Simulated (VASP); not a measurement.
Rh:

```
Rh
1.0
     0.00000    1.90299    1.90299
     1.90299    0.00000    1.90299
     1.90299    1.90299    0.00000
Rh
1
Direct
  0.00000 0.00000 0.00000
```

| Property | Result |
| --- | --- |
| Program | VASP 6.6.1 |
| Task | relaxation of cell and atoms |
| Functional | PBEsol |
| Potentials or basis | VASP PAW PBE potentials, release 64 (Rh) |
| Cutoff | 580 eV |
| k mesh | 18 × 18 × 18 |
| Occupations | gaussian, width 0.1 eV |
| Spin | no spin polarisation |

At the start: pressure -6.9 GPa; volume 13.78 Å³/atom.

Q: How do energy, volume and symmetry change on relaxing?

A: Over 4 steps the energy falls by 7.5 meV/atom and the volume is 13.45 Å³/atom (-2.4 %); space group Fm-3m (No. 225, to 0.05 Å).

The path:
| step | energy change (eV) | largest force (eV/Å) | pressure (GPa) | volume (Å³) |
| --- | --- | --- | --- | --- |
| 1 | 0.0000 | 0.0000 | -6.94 | 13.78 |
| 2 | 0.0452 | 0.0000 | 22.02 | 12.63 |
| 3 | -0.0075 | 0.0000 | -0.17 | 13.45 |
| 4 | -0.0075 | 0.0000 | -0.01 | 13.45 |

Final structure:
```xyz
1
Lattice="0.0000 1.8873 1.8873 1.8873 0.0000 1.8873 1.8873 1.8873 0.0000" Properties=species:S:1:pos:R:3 pbc="T T T"
Rh    0.0000    0.0000    0.0000
```

Caveat: the PAW data sets were made with another functional, which shifts forces and pressure a little.
